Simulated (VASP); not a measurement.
Write the native input for VASP 6.6.1 that does the following.

```
Task                   : single point
Functional             : PBE
Potentials or basis    : VASP PAW PBE potentials, release 64 (Ni, H)
Cutoff                 : 520 eV
k mesh                 : 6 × 6 × 11
Occupations            : fermi-dirac, width 0.05 eV
Spin                   : collinear spin, ferromagnetic start
Starting moments       : [1.0, 1.0, 0.0, 0.0, 0.0, 0.0, 0.0, 0.0] μB
Further INCAR settings : ALGO = Normal; EDIFF = 1e-07; NBANDS = 27
```

The structure of NiH3 lies in POSCAR:

```
NiH3
1.0
    5.1081078730      0.0000000000      0.0000000000
   -2.5540539365      4.4237511833      0.0000000000
    0.0000000000      0.0000000000      2.3404320000
Ni H
2 6
Direct
    0.3333333333      0.6666666667      0.7500000000
    0.6666666667      0.3333333333      0.2500000000
    0.2095495050      0.4190990100      0.2500000000
    0.2095495050      0.7904504950      0.2500000000
    0.5809009900      0.7904504950      0.2500000000
    0.7904504950      0.5809009900      0.7500000000
    0.7904504950      0.2095495050      0.7500000000
    0.4190990100      0.2095495050      0.7500000000
```

The cell comes from a database or a generator and needn't be the stable form of this composition.

The input as run:

INCAR

```
SYSTEM = NiH3
PREC = Accurate ; ENCUT = 520
EDIFF = 1E-7 ; ISMEAR = -1
SIGMA = 0.05 ; LREAL = .False.
LASPH = .True. ; NELM = 100
ALGO = Normal ; ISIF = 2
LWAVE = .False. ; LCHARG = .False.
ISPIN = 2 ; MAGMOM = 1 1 0 0 0 0 0 0
LORBIT = 11 ; LMAXMIX = 4
GGA = PE ; NBANDS = 27
```

KPOINTS

```
Automatic mesh
0
Gamma
  6 6 11
  0 0 0
```

Potentials or basis: VASP PAW PBE potentials, release 64 (Ni, H).

Command:

```bash
$ cat potpaw_PBE.64/Ni/POTCAR potpaw_PBE.64/H/POTCAR > POTCAR
$ mpirun -np 1 vasp_std > vasp.out
```

It gave:

The pressure is 5.9 GPa, the largest force is 0.291 eV/Å and the band gap on the k mesh is none (metal or under the smearing width). The net moment is 0.00 μB per cell and the valence electrons inside the program's atomic spheres are Ni 9.67; H 0.53.

Wall time 2.2 min on 1 thread of Intel(R) Xeon(R) Platinum 8488C (Sapphire Rapids), with other jobs on the host, peak memory 0.23 GiB.
